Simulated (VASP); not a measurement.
Calculation: PBE GGA, VASP's PBE PAW potentials (set 64) (plane waves; VASP).

VASP input:

INCAR:
```
SYSTEM = Mg
PREC = Accurate
ENCUT = 300
EDIFF = 1E-6
NELM = 100
ALGO = Normal
LREAL = .FALSE.
LASPH = .TRUE.
ISMEAR = -1
SIGMA = 0.1
GGA = PE
LWAVE = .FALSE.
LCHARG = .FALSE.
ISIF = 2
```

**KPOINTS**
```
Automatic mesh
0
Gamma
12 12 6
0 0 0
```

### POSCAR
```
Mg
1
    1.6106500000    -2.7897270000     0.0000000000
    1.6106500000     2.7897270000     0.0000000000
    0.0000000000     0.0000000000     5.2283390000
Mg
2
Direct
  0.3333330000   0.6666670000   0.2500000000
  0.6666670000   0.3333330000   0.7500000000
```

POTCAR, in this order: Mg (PBE.64 set). Program: vasp_std.

Output of the run:

### OSZICAR
```
       N       E                     dE             d eps       ncg     rms          rms(c)
DAV:   1    -0.105480034365E+01   -0.10548E+01   -0.94769E+02   912   0.306E+02
DAV:   2    -0.302572204967E+01   -0.19709E+01   -0.18727E+01  1260   0.214E+01
DAV:   3    -0.303877889276E+01   -0.13057E-01   -0.13025E-01  1296   0.240E+00
DAV:   4    -0.303880594561E+01   -0.27053E-04   -0.27053E-04  1236   0.949E-02
DAV:   5    -0.303880599801E+01   -0.52401E-07   -0.52285E-07  1296   0.353E-03    0.961E-01
DAV:   6    -0.303312387273E+01    0.56821E-02   -0.62702E-04  1092   0.258E-01    0.616E-01
DAV:   7    -0.302573199555E+01    0.73919E-02   -0.25402E-03   996   0.458E-01    0.347E-02
DAV:   8    -0.302574647844E+01   -0.14483E-04   -0.15201E-05  1422   0.314E-02    0.772E-03
DAV:   9    -0.302574479244E+01    0.16860E-05   -0.13309E-06  1068   0.791E-03    0.632E-04
DAV:  10    -0.302574455001E+01    0.24244E-06   -0.64606E-09   678   0.675E-04
   1 F= -.30257446E+01 E0= -.30121556E+01  d E =-.271780E-01
```

**OUTCAR**
```
------------------------ aborting loop because EDIFF is reached ----------------------------------------
  FORCE on cell =-STRESS in cart. coord.  units (eV):
  Direction    XX          YY          ZZ          XY          YZ          ZX
  --------------------------------------------------------------------------------------
  Total       -0.2142235     -0.2142234     -0.3703335      0.0000000      0.0000000      0.0000000
  in kB       -7.3050146     -7.3050113    -12.6283620      0.0000000      0.0000000      0.0000000
  external PRESSURE =      -9.0794626 kB  Pullay stress =       0.0000000 kB
  volume of cell :       46.98
      direct lattice vectors                 reciprocal lattice vectors
     1.610650000 -2.789727000  0.000000000     0.310433676 -0.179229007  0.000000000
     1.610650000  2.789727000  0.000000000     0.310433676  0.179229007  0.000000000
     0.000000000  0.000000000  5.228339000     0.000000000  0.000000000  0.191265333
 POSITION                                       TOTAL-FORCE (eV/Angst)
 -----------------------------------------------------------------------------------
      1.61065      0.92991      1.30708        -0.000000      0.000000      0.000000
      1.61065     -0.92991      3.92125         0.000000     -0.000000      0.000000
 -----------------------------------------------------------------------------------
    total drift:                               -0.000000     -0.000006      0.000001
  FREE ENERGIE OF THE ION-ELECTRON SYSTEM (eV)
  ---------------------------------------------------
  free  energy   TOTEN  =        -3.0257445500 eV

  energy  without entropy=       -2.9985665869  energy(sigma->0) =       -3.01215557
```
(Selected blocks of OUTCAR.)

The structure is a typed Mg crystal (P6_3/mmc). The cell was not relaxed at this level, and its volume differs by -5.9 % from the start's.
